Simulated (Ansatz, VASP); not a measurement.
## Hf3Ti: VASP beside Ansatz

Wanted: the spread between two codes on one cell, functional and k mesh. The cell is invented: other elements were put on sites of a known structure type. It may not be a known or stable phase. The cell comes out of the VASP series on this material, whose earlier steps may have relaxed, scaled or displaced it; both programs get it as it stands.

Main program and level: Ansatz 0.2.0; plane waves, with VASP 6.6.1 beside it; band structure at PBEsol, band structure at PBEsol, spin-orbit coupling and electric field gradients at PBEsol.

## (1) The starting structure

The structure is hexagonal, space group P-6m2 (No. 187). Conventional cell: a = 3.101 Å, b = 3.101 Å, c = 9.802 Å, α = 90.00°, β = 90.00°, γ = 120.00°. Nearest to Hf lie 12 Hf at 3.10 to 3.11 Å. Hf has 3 Ti at 2.96 Å and 9 Hf at 3.10 to 3.11 Å nearest. Nearest to Ti lie 6 Hf at 2.96 Å and 6 Ti at 3.10 Å. Farther neighbours are not listed.

As a file:

```cif
data_structure
_symmetry_space_group_name_H-M 'P-6m2'
_symmetry_Int_Tables_number 187
_cell_length_a 3.1008
_cell_length_b 3.1008
_cell_length_c 9.8015
_cell_angle_alpha 90.000
_cell_angle_beta 90.000
_cell_angle_gamma 120.000
_cell_volume 81.61
loop_
_atom_site_label
_atom_site_type_symbol
_atom_site_symmetry_multiplicity
_atom_site_Wyckoff_symbol
_atom_site_fract_x
_atom_site_fract_y
_atom_site_fract_z
_atom_site_occupancy
Hf1 Hf 1 b 0.00000 0.00000 0.50000 1
Hf2 Hf 2 i 0.66667 0.33333 0.75960 1
Ti1 Ti 1 a 0.00000 0.00000 0.00000 1
```

## (2) VASP: band structure, PBEsol

The same path points are solved in both programs, so levels can be compared one by one.

Lines of VASP's logs that name or quote its potential files are left out, and so is its time.

INCAR reads:

```
SYSTEM = Hf3Ti
PREC = Accurate
ENCUT = 400
EDIFF = 1E-06
NELM = 100
ISMEAR = 1
SIGMA = 0.2
LREAL = .FALSE.
ALGO = Normal
GGA = PS
NBANDS = 35
LORBIT = 11
LWAVE = .FALSE.
LCHARG = .FALSE.
KPAR = 2
```

POSCAR reads:

```
Hf3Ti
1.0
    3.1007638671      0.0000000000      0.0000000000
   -1.5503819285      2.6853402810      0.0000000000
    0.0000000000      0.0000000000      9.8015148450
Hf Ti
3 1
Direct
    0.3333333300      0.6666666700      0.5000000000
    0.0000000000      0.0000000000      0.7596028180
    0.0000000000      0.0000000000      0.2403971820
    0.3333333300      0.6666666700      0.0000000000
```

KPOINTS reads:

```
Automatic mesh
0
Gamma
7 7 2
0 0 0
```

KPOINTS_OPT reads:

```
Line mode
16
Line-mode
Reciprocal
  0.00000000   0.00000000   0.00000000 GAMMA
  0.50000000   0.00000000   0.00000000 M

  0.50000000   0.00000000   0.00000000 M
  0.33333333   0.33333333   0.00000000 K

  0.33333333   0.33333333   0.00000000 K
  0.00000000   0.00000000   0.00000000 GAMMA

  0.00000000   0.00000000   0.00000000 GAMMA
  0.00000000   0.00000000   0.50000000 A

  0.00000000   0.00000000   0.50000000 A
  0.50000000   0.00000000   0.50000000 L

  0.50000000   0.00000000   0.50000000 L
  0.33333333   0.33333333   0.50000000 H

  0.33333333   0.33333333   0.50000000 H
  0.00000000   0.00000000   0.50000000 A

  0.50000000   0.00000000   0.50000000 L
  0.50000000   0.00000000   0.00000000 M

  0.33333333   0.33333333   0.00000000 K
  0.33333333   0.33333333   0.50000000 H
```

Potentials, in the order of the species: Hf_pv and Ti_sv (PBE family, release 64).

Launch:

```console
mpirun -np 2 vasp_std
```

Numbers of over 12 decimals in the logs are rounded to 6 here.

The program printed:

```text
[banner, memory and clock lines left out]
running    2 mpi-ranks, on    1 nodes
 distrk:  each k-point on    1 cores,    2 groups
 distr:  one band on    1 cores,    1 groups

 POSCAR found type information on POSCAR HfTi
 POSCAR found :  2 types and       4 ions
|                                                                             |
|               ----> ADVICE to this user running VASP <----                  |
|                                                                             |
|     You enforced a specific xc type in the INCAR file but a different       |
|     [... a line on the potential file left out ...]
|     I HOPE YOU KNOW WHAT YOU ARE DOING!                                     |
|                                                                             |

 LDA part: xc-table for (Slater+PW92), standard interpolation
 POSCAR, INCAR and KPOINTS ok, starting setup
 FFT: planning ... GRIDC
 FFT: planning ... GRID_SOFT
 FFT: planning ... GRID
 WAVECAR not read
 entering main loop
       N       E                     dE             d eps       ncg     rms          rms(c)
DAV:   1     0.267011288738E+03    0.26701E+03   -0.18874E+04  1120   0.105E+03
DAV:   2    -0.176211482994E+02   -0.28463E+03   -0.27215E+03  1214   0.319E+02
DAV:   3    -0.408621376794E+02   -0.23241E+02   -0.22353E+02  1796   0.718E+01
DAV:   4    -0.424828607414E+02   -0.16207E+01   -0.16100E+01  1498   0.143E+01
DAV:   5    -0.425390487587E+02   -0.56188E-01   -0.56165E-01  1538   0.226E+00    0.903E+01
DAV:   6    -0.437138643580E+02   -0.11748E+01   -0.17859E+01  1543   0.291E+01    0.271E+01
DAV:   7    -0.654982224103E+02   -0.21784E+02   -0.32634E+02  1651   0.702E+01    0.657E+01
DAV:   8    -0.550013201034E+02    0.10497E+02   -0.43837E+01  1258   0.149E+01    0.480E+01
DAV:   9    -0.473619486904E+02    0.76394E+01   -0.68377E+00  1692   0.102E+01    0.318E+01
DAV:  10    -0.421167175949E+02    0.52452E+01   -0.59516E+00  1769   0.941E+00    0.169E+01
DAV:  11    -0.406531994197E+02    0.14635E+01   -0.10642E+00  1796   0.967E+00    0.133E+01
DAV:  12    -0.403257076901E+02    0.32749E+00   -0.18842E-01  1545   0.294E+00    0.108E+01
DAV:  13    -0.401384483427E+02    0.18726E+00   -0.53923E-02  1722   0.143E+00    0.927E+00
DAV:  14    -0.396959922583E+02    0.44246E+00   -0.10213E+00  1502   0.670E+00    0.167E+00
[...]
DAV:  21    -0.396979247867E+02    0.14534E-03   -0.16523E-04  1490   0.581E-02    0.340E-01
DAV:  22    -0.396978281168E+02    0.96670E-04   -0.43908E-04  1447   0.796E-02    0.212E-01
DAV:  23    -0.396978155073E+02    0.12609E-04   -0.45041E-05  1514   0.421E-02    0.147E-01
DAV:  24    -0.396978500224E+02   -0.34515E-04   -0.10303E-04  1452   0.546E-02    0.170E-01
DAV:  25    -0.396978623937E+02   -0.12371E-04   -0.11398E-05  1712   0.168E-02    0.156E-01
DAV:  26    -0.396978123855E+02    0.50008E-04   -0.21419E-04  1397   0.750E-02    0.194E-02
DAV:  27    -0.396978122604E+02    0.12513E-06   -0.13134E-05  1291   0.213E-02    0.973E-03
DAV:  28    -0.396978123997E+02   -0.13932E-06   -0.29603E-07   649   0.296E-03
   1 F= -.39697812E+02 E0= -.39698711E+02  d E =0.269628E-02
 Start KPOINTS_OPT (optional k-point list driver)
k-point batch [1-16\144]
       N       E                     dE             ncg
DAV:   1    -0.547250620454E+04   -0.16427E+05     1128
DAV:   2    -0.100321795390E+05   -0.45597E+04     1256
DAV:   3    -0.104226732061E+05   -0.39049E+03     1806
DAV:   4    -0.104442889339E+05   -0.21616E+02     1405
DAV:   5    -0.104450457729E+05   -0.75684E+00     1583
DAV:   6    -0.104450614300E+05   -0.15657E-01     1519
DAV:   7    -0.104450619714E+05   -0.54139E-03     1631
DAV:   8    -0.104450619823E+05   -0.10980E-04     1257
DAV:   9    -0.104450619829E+05   -0.58473E-06      962
[...]
k-point batch [129-144\144]
       N       E                     dE             ncg
DAV:   1    -0.538447674690E+04   -0.30553E+05     1128
DAV:   2    -0.993237479779E+04   -0.45479E+04     1239
DAV:   3    -0.102976810157E+05   -0.36531E+03     1673
DAV:   4    -0.103227311145E+05   -0.25050E+02     1544
DAV:   5    -0.103238334809E+05   -0.11024E+01     1552
DAV:   6    -0.103238574171E+05   -0.23936E-01     1624
DAV:   7    -0.103238581732E+05   -0.75611E-03     1568
DAV:   8    -0.103238582049E+05   -0.31685E-04     1421
DAV:   9    -0.103238582051E+05   -0.16364E-06     1032
```

From OUTCAR (step 2):

```text
ion  position               nearest neighbor table
   1  0.333  0.667  0.500-   2 3.11   3 3.11   2 3.11   3 3.11   2 3.11   3 3.11
   2  0.000  0.000  0.760-   4 2.96   4 2.96   4 2.96   1 3.11   1 3.11   1 3.11
   3  0.000  0.000  0.240-   4 2.96   4 2.96   4 2.96   1 3.11   1 3.11   1 3.11
   4  0.333  0.667  0.000-   2 2.96   3 2.96   2 2.96   3 2.96   2 2.96   3 2.96

  LATTYP: Found a hexagonal cell.
 ALAT       =     3.1007638671
 C/A-ratio  =     3.1610000842

 Subroutine GETGRP returns: Found 12 space group operations
 (whereof 12 operations were pure point group operations)

The static configuration has the point symmetry D_3h.

 Found     16 irreducible k-points:

   k-points           NKPTS =     16   k-points in BZ     NKDIM =     16   number of bands    NBANDS=     35

   dimension x,y,z NGX =    20 NGY =   20 NGZ =   64
   dimension x,y,z NGXF=    40 NGYF=   40 NGZF=  128

   ENCUT  =  400.0 eV  29.40 Ry    5.42 a.u.   5.06  5.06 15.98*2*pi/ulx,y,z

   NELECT =      42.0000    total number of electrons

 k-points in reciprocal lattice and weights: Automatic mesh
   0.00000000  0.00000000  0.00000000       0.010
   0.14285714 -0.00000000  0.00000000       0.061
   0.28571429 -0.00000000  0.00000000       0.061
   0.42857143 -0.00000000  0.00000000       0.061
   0.14285714  0.14285714  0.00000000       0.061
   0.28571429  0.14285714  0.00000000       0.122
   0.42857143  0.14285714  0.00000000       0.061
   0.28571429  0.28571429  0.00000000       0.061
   0.00000000  0.00000000  0.50000000       0.010
[...]
0.42857143  0.14285714  0.50000000       0.061
   0.28571429  0.28571429  0.50000000       0.061

 average (electrostatic) potential at core
       1 -36.0016       2 -35.9710       3 -35.9710       4 -74.9990

 E-fermi :   5.7950

 k-point     1 :       0.0000    0.0000    0.0000
  band No.  band energies     occupation
    ...
     15       0.1639      2.00000
     16       0.7688      2.00000
     17       2.3493      2.00000
     18       5.7628      1.26893
     19       5.8407      0.62420
     20       6.3383     -0.00083
     21       6.3383     -0.00083
     22       6.5695     -0.00000
     23       6.5695     -0.00000
     24       6.6823     -0.00000
    ...

 k-point     2 :       0.1429   -0.0000    0.0000
  band No.  band energies     occupation
    ...
     17       2.8391      2.00000
     18       5.3868      2.01397
     19       5.3911      2.01502
     20       5.7587      1.30154
     21       5.8362      0.65967
     22       6.3806     -0.00028
     23       6.5819     -0.00000
     24       6.6491     -0.00000
     25       6.7667     -0.00000
     26       7.0252     -0.00000
    ...

 k-point     3 :       0.2857   -0.0000    0.0000
  band No.  band energies     occupation
    ...
     17       3.5474      2.00000
     18       4.3845      2.00000
     19       4.9167      2.00000
     20       4.9457      2.00000
     21       5.1396      2.00004
     22       6.1561     -0.02844
     23       6.3236     -0.00120
     24       6.4823     -0.00001
     25       6.6042     -0.00000
     26       6.9347     -0.00000
    ...

  Total       -0.0343251     -0.0343251     -0.0112786     -0.0000000     -0.0000000      0.0000000
  in kB       -0.6738477     -0.6738477     -0.2214145     -0.0000000     -0.0000000      0.0000000
  external PRESSURE =      -0.5230366 kB  Pullay stress =       0.0000000 kB

  energy-cutoff  :      400.00
  volume of cell :       81.61
      direct lattice vectors                 reciprocal lattice vectors
     3.100763867  0.000000000  0.000000000     0.322501178  0.186196141  0.000000000
    -1.550381929  2.685340281  0.000000000     0.000000000  0.372392284  0.000000000
     0.000000000  0.000000000  9.801514845     0.000000000  0.000000000  0.102025046

 POSITION                                       TOTAL-FORCE (eV/Angst)
 -----------------------------------------------------------------------------------
     -0.00000      1.79023      4.90076        -0.000000      0.000000      0.000000
      0.00000      0.00000      7.44526         0.000000     -0.000000      0.001783
      0.00000      0.00000      2.35626         0.000000     -0.000000     -0.001783
     -0.00000      1.79023      0.00000        -0.000000      0.000000      0.000000
 -----------------------------------------------------------------------------------
    total drift:                                0.000034     -0.000020     -0.000000

  FREE ENERGIE OF THE ION-ELECTRON SYSTEM (eV)
  ---------------------------------------------------
  free  energy   TOTEN  =       -39.6978123997 eV

  energy  without entropy=      -39.7005086822  energy(sigma->0) =      -39.69871116

 total charge
# of ion       s       p       d       tot
------------------------------------------
    1        0.407   6.406   1.628   8.441
    2        0.411   6.416   1.624   8.450
    3        0.411   6.416   1.624   8.450
    4        2.234   6.112   1.862  10.208
--------------------------------------------------
tot          3.463  25.350   6.738  35.550

[... 3 further parts left out ...]
```

The run ends at a pressure of -0.05 GPa, with forces up to 0.0018 eV/Å.

## (3) Ansatz: band structure, PBEsol

Ansatz runs on its default PAW (the set named soft_2) files.

The same cell, functional, mesh and smearing now go to Ansatz, which takes its cutoff from its data sets.

input.yaml reads:

```yaml
crystal:
  lattice:
    - [3.1007638671, 0.0, 0.0]
    - [-1.5503819285, 2.685340281, 0.0]
    - [0.0, 0.0, 9.801514845]
  atoms:
    - { symbol: Hf, position: [0.33333333, 0.66666667, 0.5] }
    - { symbol: Hf, position: [0.0, 0.0, 0.759602818] }
    - { symbol: Hf, position: [0.0, 0.0, 0.240397182] }
    - { symbol: Ti, position: [0.33333333, 0.66666667, 0.0] }
hamiltonian:
  xc: pbesol
  pseudopotentials: { kind: paw }
kpoints:
  mp_grid: { grid: [7, 7, 2] }
  band_path:
    path:
      - [0.0, 0.0, 0.0]
      - [0.13333, 0.0, 0.0]
      - [0.3, 0.0, 0.0]
      - [0.46667, 0.0, 0.0]
      - [0.46667, 0.06667, 0.0]
      - [0.41111, 0.17778, 0.0]
      - [0.35556, 0.28889, 0.0]
      - [0.28889, 0.28889, 0.0]
      - [0.17778, 0.17778, 0.0]
      - [0.06667, 0.06667, 0.0]
      - [0.0, 0.0, 0.03333]
      - [0.0, 0.0, 0.2]
      - [0.0, 0.0, 0.36667]
      - [0.0, 0.0, 0.5]
      - [0.16667, 0.0, 0.5]
      - [0.3, 0.0, 0.5]
      - [0.46667, 0.0, 0.5]
      - [0.46667, 0.06667, 0.5]
      - [0.41111, 0.17778, 0.5]
      - [0.35556, 0.28889, 0.5]
      - [0.28889, 0.28889, 0.5]
      - [0.17778, 0.17778, 0.5]
      - [0.06667, 0.06667, 0.5]
      - [0.5, 0.0, 0.46667]
      - [0.5, 0.0, 0.3]
      - [0.5, 0.0, 0.13333]
      - [0.33333, 0.33333, 0.0]
      - [0.33333, 0.33333, 0.16667]
      - [0.33333, 0.33333, 0.33333]
      - [0.33333, 0.33333, 0.5]
    npoints: 1
scf:
  occupations: { method: methfessel_paxton, width: 0.2 }
  n_extra_bands: 8
output:
  forces: true
  stress: true
  eigenvalues: true
  write_density: true
  write_potential: true
  elf: true
  volumetric_format: npy
```

Launch:

```console
ansatz run input.yaml --threads 2 --pin off --max-ram 4608MiB --backend cpu --events-out ev --progress --plain --runs-dir out
```

The program printed:

```text
scf.n_extra_bands = 8 over 45 filled bands (N_el = 90.0): the run solves 53 bands
Engine: ansatz 0.2.0, aarch64-unknown-linux-gnu
Pseudopotentials: kind: paw
Pseudopotential: Hf, paw, valence charge 26, recommended cutoff 420 eV (normal), Hf.paw.azcp
Pseudopotential: Ti, paw, valence charge 12, recommended cutoff 420 eV (normal), Ti.paw.azcp
Functional definition: PBEsol
  exchange = pbesol_x
  correlation = pbesol_c
Crystal: 4 atoms, lattice volume = 81.613 Å³
Basis set: ecut = 420 eV, 1581 PW (Γ), exchange–correlation on 48×48×144 points (8 copies of the dense FFT grid, shifted against one another)
Bands: 53, of which v1, the nominal top of the filled ones, is band 45 counted from 1 (44 counted from 0)
Symmetry: 12 space group operations
Space group: P-6m2 (ITA 187), of the structure as read, at distance tolerance 4.3e-5 Å
k-points: 16 of 98 (time reversal used)
Non-local potential: Hf, projectors of the file, l = 0: 3, l = 1: 2, l = 2: 2, l = 3: 3
Non-local potential: Ti, projectors of the file, l = 0: 3, l = 1: 2, l = 2: 3, l = 3: 1
PAW form: soft (Blöchl's): semilocal exchange-correlation on the pseudo side does not see the compensation charge
PAW frozen core: Hf, regenerated for the run's functional, and the local potential with it (the file was generated under x = pbe(κ = 0.804, μ = 0.219515), c = pbe(β = 0.066725))
PAW frozen core: Ti, regenerated for the run's functional, and the local potential with it (the file was generated under x = pbe(κ = 0.804, μ = 0.219515), c = pbe(β = 0.066725))
PAW one-centre angular grid: Hf, 590 points (default); XC on 64 Gauss nodes
PAW one-centre angular grid: Ti, 590 points (default); XC on 64 Gauss nodes
Initial density: superposition of atomic densities (neutral atoms: chi_scale 0, normalization atom), corrected by the library's trained network
Initial wavefunctions: pseudopotential atomic-orbital guess
Functional: x = pbesol(κ = 0.804, μ = 0.123457), c = pbesol(β = 0.046)
SCF iter   1: F=—  HF=-49267.848370 eV  |F-HF|=—  |Δ(HF+E_count)|=         —  Δρ=1.01e-2  dr2=4.76e-1  ethr=1.77e-3  ⟨swp⟩=3.2  Hψ=2326  notcnv=0
preconditioner: auto → Kerker (q_TF=auto, 2.773 Å⁻¹)  [metal: Δε(μ)=0.026 eV  Ē_g=16.838 eV  σ=0.200 eV  W_gap=0.11  n_scr=38 (ndim 8)  ℏωp=37.2 eV  f_vac=0.000  D(μ)=4.74/eV (n_scr^D=52)]
SCF iter   2: F=—  HF=-49267.835692 eV  |F-HF|=—  |Δ(HF+E_count)|=   1.27e-2  S|Δr|=    0.00e0  Δρ=5.23e-3  dr2=1.43e-1  ethr=5.29e-4  ⟨swp⟩=1.0  Hψ=976  notcnv=0  defer=1
SCF iter   3: F=—  HF=-49267.831068 eV  |F-HF|=—  |Δ(HF+E_count)|=   4.62e-3  S|Δr|=    0.00e0  Δρ=8.71e-4  dr2=9.16e-4  ethr=1.59e-4  ⟨swp⟩=1.1  Hψ=846  notcnv=0  defer=1
SCF iter   4: F=—  HF=-49267.830520 eV  |F-HF|=—  |Δ(HF+E_count)|=   5.48e-4  S|Δr|=    0.00e0  Δρ=5.21e-4  dr2=2.13e-4  ethr=1.02e-6  ⟨swp⟩=2.0  Hψ=1547  notcnv=0  defer=1
SCF iter   5: F=—  HF=-49267.830474 eV  |F-HF|=—  |Δ(HF+E_count)|=   4.62e-5  S|Δr|=    0.00e0  Δρ=1.74e-4  dr2=2.67e-5  ethr=2.37e-7  ⟨swp⟩=2.0  Hψ=1487  notcnv=0  defer=1
SCF iter   6: F=—  HF=-49267.830467 eV  |F-HF|=—  |Δ(HF+E_count)|=   6.68e-6  S|Δr|=    0.00e0  Δρ=4.07e-5  dr2=1.49e-6  ethr=2.97e-8  ⟨swp⟩=2.1  Hψ=1023  notcnv=0  defer=1
SCF iter   7: F=—  HF=-49267.830467 eV  |F-HF|=—  |Δ(HF+E_count)|=   1.37e-7  S|Δr|=    0.00e0  Δρ=1.41e-5  dr2=2.49e-7  ethr=1.65e-9  ⟨swp⟩=2.0  Hψ=1564  notcnv=0  defer=1
SCF iter   8: F=-49267.830466 eV  HF=-49267.830466 eV  |F-HF|=1.06e-8  |Δ(HF+E_count)|=   4.01e-7  S|Δr|=    0.00e0  Δρ=6.56e-6  dr2=2.77e-8  ethr=1.11e-10  ⟨swp⟩=10.2  Hψ=7000  notcnv=0
the search or the solves at the SCF's close seem to have found levels that the self-consistency loop had missed (the run counts 1). By its estimate they hold under 1e-12 electrons; where the run keeps them, the occupations were computed again with them
SCF 1 converged in 8 iterations: F = -49267.830466 eV  dr2 = 2.77e-8
  Residual-converged pass: ⟨swp⟩=1.1  Hψ=943  notcnv=0  max |occ|·‖R‖ = 6.9e-9 eV (tolerance 1.0e-8 eV)  dr2=2.77e-8  dr2_onsite=3.97e-8  max |Δocc| = 1.4e-11
  greatest PAW one-centre occupation: 0.999 electrons in one spin orbital (limit 2), on the Ti atom at site 3 (counted from 0), in its partial waves of l = 0
NSCF: frozen V_eff on 30 k-points
SCF converged after 8 iterations
Stability not checked: this state was not tested for a lower state beside it, because cold or Methfessel-Paxton smearing, or corrected tetrahedra, fill the levels in a way that the test cannot read (fill_not_monotonic; see scf.lower_state_search)
Free energy (F): -49267.830466 eV
Harris-Foulkes:  -49267.830466 eV  (|F-HF|=1.06e-8)
Internal energy: -49267.833168 eV  (E = F + TS)
E sigma→0 (E₀):  -49267.831142 eV
Entropy (-TS):   0.002702 eV (0.675 meV/atom)
Fermi energy:    19.182970 eV
Step filling:    the computed levels leave a gap of 0.0709 eV = 0.4 smearing widths at the electron count; against every level under it full and every level over it empty, smearing changes F+E_penalty+E_count by +3.519 meV and its σ→0 estimate by +2.843 meV
--- Per-component energies (eV) ---
  E_band       = -28.899085
  E_kinetic    = 1551.097312
  E_local      = -17255.296369  (includes V_loc(G=0)·N_el)
  E_nonlocal   = -3705.950079
  E_hartree    = 8110.371250
  E_xc         = -991.859421
  E_vxc        = -921.830519  (∫ρ·V_xc dr)
  E_paw        = -21446.118711  (= ΣΔE_a)
  E_vpaw       = 4082.340700  (= ΣTr[D̂ρ^β])
  E_aug_tail   = 0.000110  (compensation charges beyond the density's cutoff)
  E_ewald      = -15533.969918
  E_core_change = 3.892659  (= ΣΔE_core)
  E_smearing   = 0.002702  (= −TS)
  E_closure    = -0.000000  (closes the sum)
  Σ components = -49267.830466   (vs F -49267.830466, Δ=0.00e0)
--- Forces (eV/Å), atoms counted from 1 ---
  atom   1  Hf     0.00000000     0.00000000    -0.00000000
  atom   2  Hf    -0.00000000    -0.00000000     0.01449406
  atom   3  Hf    -0.00000000    -0.00000000    -0.01449406
  atom   4  Ti     0.00000000     0.00000000     0.00000000
  max |Σ_I F_I| component: 1.48e-16 eV/Å
--- Stress (GPa, compression-positive) ---
        0.456847      -0.000000      -0.000000
        0.000000       0.456847       0.000000
       -0.000000       0.000000       0.611480
  P = ⅓ Tr σ = 0.5084 GPa (5.084 kbar)
--- Band table (eV; the first three rows and the last of 16) ---
  k-point 0: bands = [... 41 lower, 19.1534, 19.2252, 19.7252, 19.7252, 19.9512, 19.9512, 20.0645, 20.3495, ... 4 higher]
  k-point 1: bands = [... 41 lower, 19.1041, 19.4639, 19.7073, 19.7073, 19.9034, 19.9034, 19.9716, 20.0119, ... 4 higher]
  k-point 2: bands = [... 41 lower, 18.7780, 18.7786, 19.1443, 19.2251, 19.7648, 19.9648, 20.0370, 20.1560, ... 4 higher]
  k-point 15: bands = [... 41 lower, 17.6967, 17.7283, 17.9836, 18.1057, 19.1079, 19.1542, 19.3068, 19.3187, ... 4 higher]
```

Wall time 6.5 s (2 threads of Arm Neoverse V2, shared host); peak memory 0.41 GiB; 13 s of CPU time.

Reading the cycles: dr2 is the Hartree energy of the density residual (eV), the measure of convergence; HF is the Harris–Foulkes estimate of the energy, which meets the free energy F at convergence.

(Part 1 of 2 ends here.)

[Lines on the potential files, build, host, timing and source positions are cut from VASP's logs without a mark.]

[Logs are printed without paths, hosts, clocks, repeated set-up lines and the standing remarks that a program may print on its own settings, such as how far it seeks lower states.]

[Hosts, paths, dates, database ids (printed as entryN), source tags and the programs' standing remarks are cut or masked in the printed files.]
